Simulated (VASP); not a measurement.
Consider the following.

```xyz
5
Lattice="3.9816 0.0000 0.0000 0.0000 3.9816 0.0000 0.0000 0.0000 3.9816" Properties=species:S:1:pos:R:3 pbc="T T T"
Sr     0.0000     0.0000     0.0000
Ti     1.9908     1.9908     1.9908
O      1.9908     0.0000     1.9908
O      0.0000     1.9908     1.9908
O      1.9908     1.9908     0.0000
```

These are PBE GGA, VASP's PBE PAW potentials (set 64) (plane waves; VASP 6.6.1) values and carry that method's errors. Numerical set-up: 400 eV cut-off, 8×8×8 Γ-centred mesh, Gaussian smearing of 0.010 eV, potentials Sr_sv Ti_sv O.

At this cut-off the stress carries a Pulay error, which pulls relaxed volumes low. Energy and stress use the plane-wave basis of the starting cell.

Problem. The ions, cell shape and volume are relaxed. Give the cell that the relaxation ends in.

Solution. 
```xyz
5
Lattice="3.9154 0.0000 0.0000 0.0000 3.9154 0.0000 0.0000 0.0000 3.9154" Properties=species:S:1:pos:R:3 pbc="T T T"
Sr     0.0000     0.0000     0.0000
Ti     1.9577     1.9577     1.9577
O      1.9577     0.0000     1.9577
O      0.0000     1.9577     1.9577
O      1.9577     1.9577     0.0000
```
Space group Pm-3m (221), at a tolerance of 0.03 Å.

Problem. How do energy and volume change from the first to the last step?

Solution. The energy (σ→0) changes by -19.8 meV/atom and the volume by -4.9 %, in 3 ionic steps.

| step | E(σ→0) (eV) | max force (eV/Å) | pressure (GPa) | volume (Å³) |
|---|---|---|---|---|
| 1 | -40.1240 | 0.000 | -9.72 | 63.12 |
| 2 | -40.0680 | 0.000 | 14.44 | 56.38 |
| 3 | -40.2228 | 0.000 | -0.13 | 60.02 |

The structure comes from a computed database's SrTiO3 entry; how it stands against other phases isn't given here. This run relaxes it. Symmetry was kept, so distortions that lower it aren't found. The run is one of a series of settings (EDIFFG = -0.01, IBRION = 2, ISIF = 3, NSW = 50 against the base run), some of them coarse on purpose.
